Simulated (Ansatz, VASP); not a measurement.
# Cross-check of KBr between VASP and Ansatz, part 2 of 2

Aim: how closely do two programs agree when they are given the same cell, functional and k mesh? The cell is taken from a series of runs on this material, whose earlier steps may have relaxed, scaled, displaced or heated it; both programs get it as it stands.

VASP 6.6.1 and Ansatz 0.2.0.

So far: Starting point; VASP: relaxation of cell and atoms, PBE; Ansatz: relaxation of cell and atoms, PBE; Comparison.

### Step 5. VASP: zone-centre phonons, PBE

Level of this step: PBE; plane waves and PAW (K_sv, Br) (VASP).

Second derivatives magnify differences that forces hide, and they need a tight electronic threshold.

The input, INCAR:

```
SYSTEM = KBr
PREC = Accurate
ENCUT = 500
EDIFF = 1E-08
NELM = 120
ISMEAR = 0
SIGMA = 0.01
LREAL = .FALSE.
ALGO = Normal
GGA = PE
NBANDS = 14
LORBIT = 11
LWAVE = .FALSE.
LCHARG = .FALSE.
ISIF = 2
IBRION = 8
LEPSILON = .TRUE.
LASPH = .TRUE.
GGA_COMPAT = .FALSE.
EFERMI = MIDGAP
```

The input, POSCAR:

```
KBr
1.0
    0.0000000000      3.3518768666      3.3518768666
    3.3518768666      0.0000000000      3.3518768666
    3.3518768666      3.3518768666      0.0000000000
K Br
1 1
Direct
    0.0000000000      0.0000000000      0.0000000000
    0.5000000000      0.5000000000      0.5000000000
```

The input, KPOINTS:

```
Automatic mesh
0
Gamma
6 6 6
0 0 0
```

Potentials, in the order of the species: K_sv and Br (PBE family, release 64).

Command:

```bash
$ mpirun -np 1 vasp_std
```

Numbers of over 12 decimals in the logs are rounded to 6 here.

Log:

```text
[... set-up lines as in an earlier step ...]
 entering main loop
       N       E                     dE             d eps       ncg     rms          rms(c)
DAV:   1     0.939548030223E+02    0.93955E+02   -0.67287E+03   456   0.968E+02
DAV:   2    -0.351971531207E+00   -0.94307E+02   -0.87515E+02   570   0.230E+02
DAV:   3    -0.612988933659E+01   -0.57779E+01   -0.57511E+01   610   0.517E+01
DAV:   4    -0.640549604561E+01   -0.27561E+00   -0.27555E+00   716   0.943E+00
[...]
DAV:  13    -0.622349832646E+01   -0.10343E-06   -0.51982E-07   616   0.396E-03    0.772E-04
DAV:  14    -0.622349840021E+01   -0.73750E-07   -0.14075E-07   454   0.239E-03    0.421E-04
DAV:  15    -0.622349840041E+01   -0.19963E-09   -0.25255E-09   462   0.325E-04
   1 F= -.62234984E+01 E0= -.62234984E+01  d E =0.000000E+00
 Linear response reoptimize wavefunctions to high precision
DAV:   1    -0.622349841803E+01   -0.17620E-07   -0.33094E-09   498   0.288E-04
DAV:   2    -0.622349841804E+01   -0.68212E-11   -0.49806E-11   260   0.511E-05
 Linear response G [H, r] |phi>, progress :
  Direction:   1
[...]
RMM:  17    -0.318023312496E+00    0.75312E-09    0.86695E-09  1574   0.102E-05    0.419E-06
 first order change of Fermi-energy  -0.16563E-03
 force on displaced ion       1 direction 1 :  -0.986   0.000   0.000
 Born effective charge ion    1 direction 1 :   1.136   0.000   0.000
 Linear response progress:
  Degree of freedom:   2/  2
       N       E                     dE             d eps       ncg     rms          rms(c)
RMM:   1    -0.145634666294E+00   -0.14563E+00    0.75598E-02  1770   0.161E+00
RMM:   2    -0.144748135285E+00    0.88653E-03   -0.20200E-03  1400   0.245E-01    0.510E-02
RMM:   3    -0.145231881903E+00   -0.48375E-03   -0.17963E-04  1569   0.634E-02    0.253E-02
RMM:   4    -0.145843477073E+00   -0.61160E-03   -0.88837E-05  1525   0.410E-02    0.862E-03
[...]
RMM:  12    -0.145902181319E+00    0.34684E-07    0.21974E-07  1885   0.331E-05    0.340E-06
RMM:  13    -0.145902168278E+00    0.13040E-07   -0.29991E-08  1894   0.147E-05    0.243E-06
RMM:  14    -0.145902174469E+00   -0.61900E-08    0.37357E-08  1676   0.594E-06    0.122E-06
 first order change of Fermi-energy   0.25665E-03
 force on displaced ion       2 direction 1 :  -1.002   0.000   0.000
 Born effective charge ion    2 direction 1 :  -1.136   0.000   0.000
 Born effective charges drift removed
 Linear response finished
```

OUTCAR, selected parts (step 5):

```text
  Total        0.0162956      0.0162956      0.0162956      0.0000000      0.0000000      0.0000000
  in kB        0.3466455      0.3466455      0.3466455      0.0000000      0.0000000      0.0000000
  external PRESSURE =       0.3466455 kB  Pullay stress =       0.0000000 kB

 POSITION                                       TOTAL-FORCE (eV/Angst)
 -----------------------------------------------------------------------------------
      0.00000      0.00000      0.00000         0.000000     -0.000000     -0.000000
      3.35188      3.35188      3.35188        -0.000000      0.000000      0.000000
 -----------------------------------------------------------------------------------
    total drift:                                0.000000      0.000000      0.000000

 MACROSCOPIC STATIC DIELECTRIC TENSOR (including local field effects in DFT)
 ------------------------------------------------------
           2.498871     0.000000    -0.000000
           0.000000     2.498871     0.000000
          -0.000000    -0.000000     2.498871
 ------------------------------------------------------

 MACROSCOPIC STATIC DIELECTRIC TENSOR IONIC CONTRIBUTION
 ------------------------------------------------------
           3.117645    -0.000000     0.000000
          -0.000000     3.117645    -0.000000
           0.000000    -0.000000     3.117645
 ------------------------------------------------------

[... 1 part as in an earlier step ...]

[... 1 further part left out ...]
```

Energies printed during the response cycles are not total energies of the cell.

### Step 6. Ansatz: zone-centre phonons, PBE

The same cell, functional and mesh now go to Ansatz, which takes its cutoff from its data sets.

The cell is taken from a series of runs on this material, whose earlier steps may have relaxed, scaled, displaced or heated it; both programs get it as it stands.

The input, input.yaml:

```yaml
crystal:
  lattice:
    - [0.0, 3.3518768666, 3.3518768666]
    - [3.3518768666, 0.0, 3.3518768666]
    - [3.3518768666, 3.3518768666, 0.0]
  atoms:
    - { symbol: K, position: [0.0, 0.0, 0.0] }
    - { symbol: Br, position: [0.5, 0.5, 0.5] }
kpoints:
  mp_grid: { grid: [6, 6, 6] }
hamiltonian:
  xc: pbe
  pseudopotentials: { kind: nc, accuracy: standard }
scf:
  occupations: { method: fixed }
output:
  eigenvalues: true
phonons:
  method: dfpt
  dielectric: true
  rigid_motions: translations
```

Command:

```bash
$ ansatz run input.yaml --threads 4 --pin off --max-ram 7168MiB --backend cpu --events-out ev --progress --plain --runs-dir out
```

Log:

```text
[...]
Crystal: 2 atoms, lattice volume = 75.317 Å³
Basis set: ecut = 1006.821291 eV, 5577 PW (Γ), exchange–correlation on 100×100×100 points (8 copies of the dense FFT grid, shifted against one another)
Bands: 12, of which v1, the nominal top of the filled ones, is band 8 counted from 1 (7 counted from 0)
Symmetry: 48 space group operations
k-points: 30 of 216 (irreducible under 8 space group operations, time reversal used)
[...]
optical modes at Γ + LO–TO along q̂ = [1.0000, 0.0000, 0.0000]:
      ω (cm⁻¹)  modes    IR ((D/Å)²/amu)
[...]
optical modes at Γ + LO–TO along q̂ = [0.0000, 1.0000, 0.0000]:
      ω (cm⁻¹)  modes    IR ((D/Å)²/amu)
        100.32      2             2.2676
        151.38      1             1.1338
  optical modes at Γ + LO–TO along q̂ = [0.0000, 0.0000, 1.0000]:
      ω (cm⁻¹)  modes    IR ((D/Å)²/amu)
        100.32      2             2.2676
        151.38      1             1.1338
[key lines of the parts left out:]
SCF converged after 8 iterations
Free energy (F): -1249.502797 eV
Fermi energy:    0.807038 eV
```

### Step 7. Comparison

Both answers:

| quantity | Ansatz | VASP | difference |
| --- | --- | --- | --- |
| ε∞ xx | 2.50 | 2.50 | -0.03 % |
| ε∞ yy | 2.50 | 2.50 | -0.03 % |
| ε∞ zz | 2.50 | 2.50 | -0.03 % |
| Born charge of K1 (mean of the diagonal) (e) | 1.14 | 1.14 | 0.00 |
| Born charge of Br2 (mean of the diagonal) (e) | -1.14 | -1.14 | 0.00 |
| optical mode 1 to 3 (cm⁻¹) | 100.3 | 101.3 | -0.98 % |

Modes are paired by rising frequency, not by their patterns, so a pair may set unlike modes beside each other; they are those without the splitting of longitudinal modes.

### Step 8. Summary of results

```json
{"difference in volume (relaxation of cell and atoms, PBE)": "-0.15 %", "r.m.s. difference of the optical zone-centre modes, each program's sorted by frequency (zone-centre phonons, PBE)": "1.00 cm⁻¹", "difference in optical mode 1 to 3 (zone-centre phonons, PBE)": "-1.0 %"}
```

**Reading.** The difference in volume is -0.15 % (relaxation of cell and atoms, PBE), within the 1.2 % picked in this series as the mark of a large difference, as far as the stopping tolerances let one tell. Among the rows given in per cent, the largest difference of the zone-centre phonons, PBE pair is in optical mode 1 to 3, -1.0 %. Such differences can come from data sets, numerical settings and the points named under the comparisons, not from the functional's error against experiment.

[Lines on the potential files, build, host, timing and source positions are cut from VASP's logs without a mark.]

[Logs are printed without paths, hosts, clocks, repeated set-up lines and the standing remarks that a program may print on its own settings, such as how far it seeks lower states.]

[Hosts, paths, dates, database ids (printed as entryN), source tags and the programs' standing remarks are cut or masked in the printed files.]
